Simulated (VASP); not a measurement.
SiC (4h): the LDA gap over mesh and path against the volume, with shape and ions relaxed at each volume; LDA's own equilibrium is at 10.156 Å³/atom. VASP (PAW), 520 eV cut-off, 9×9×3 Γ-centred mesh, Gaussian smearing of 0.050 eV, potentials Si C.  Fit the value as a straight line in ln V.

```
V (Å³/atom)  LDA gap over mesh and path (eV)
-----------  -------------------------------
9.242                                  2.188
9.546                                  2.184
9.851                                  2.179
10.156                                 2.172
10.46                                  2.164
10.765                                 2.155
```

Q: Fit the rows as the text says and predict the value at 8.937.

A: The slope against ln V is -0.22 eV, the volume deformation potential of this gap. The line misses the rows by up to 0.003 and gives 2.198 at 8.937. The run gave 2.191, -0.007 from the line.

Left out are failed runs and those whose mesh is unfit for this quantity.

The compound is SiC in the 4h structure.
